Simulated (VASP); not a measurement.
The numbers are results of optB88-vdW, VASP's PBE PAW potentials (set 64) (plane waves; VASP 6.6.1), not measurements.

A VASP calculation is set up with these files.

### INCAR
```
SYSTEM = WSe2 monolayer
PREC = Normal
ENCUT = 400
EDIFF = 1E-5
NELM = 100
ALGO = Normal
LREAL = .FALSE.
LASPH = .TRUE.
ISMEAR = 0
SIGMA = 0.05
GGA = BO
PARAM1 = 0.1833333333
PARAM2 = 0.22
LUSE_VDW = .TRUE.
AGGAC = 0.0
LMAXMIX = 6
LWAVE = .TRUE.
LCHARG = .FALSE.
NELMIN = 4
IBRION = 2
ISIF = 4
NSW = 50
EDIFFG = -0.03
```

File KPOINTS:
```
Automatic mesh
0
Gamma
12 12 1
0 0 0
```

POSCAR:
```
WSe2 monolayer
1
    3.3302679352     0.0000000000     0.0000000000
   -1.6651339676     2.8840962940     0.0000000000
    0.0000000000     0.0000000000    19.7537623208
W Se
1 2
Direct
  0.6666670000   0.3333330000   0.5000000000
  0.3333330000   0.6666670000   0.5864280000
  0.3333330000   0.6666670000   0.4135720000
```

POTCAR, in this order: W_sv Se (PBE.64 set). Program: vasp_std.

Unless said otherwise, spin-orbit coupling is left out, though it shifts the bands of the heavy elements here.

### Question
Estimate the energy per atom (σ→0), band gap (on the k-mesh).

### Answer

```json
{
  "energy per atom (σ→0)": "-4.921 eV/atom",
  "band gap (on the k-mesh)": "1.53 eV"
}
```

### OSZICAR
```
...
       N       E                     dE             d eps       ncg     rms          rms(c)
DAV:   1    -0.147709887130E+02   -0.82977E-02   -0.47637E-01   646   0.542E+00    0.564E-01
DAV:   2    -0.147652371868E+02    0.57515E-02   -0.50724E-02   725   0.138E+00    0.309E-01
DAV:   3    -0.147637096040E+02    0.15276E-02   -0.47652E-03   703   0.487E-01    0.121E-01
DAV:   4    -0.147631076096E+02    0.60199E-03   -0.19409E-03   845   0.240E-01    0.582E-02
DAV:   5    -0.147630322788E+02    0.75331E-04   -0.19235E-04   853   0.782E-02    0.136E-02
DAV:   6    -0.147630250763E+02    0.72025E-05   -0.30884E-05   735   0.276E-02
   6 F= -.14763025E+02 E0= -.14763025E+02  d E =-.842949E-03
```

The cell is a sheet with vacuum, built from WSe2 (2H layered).
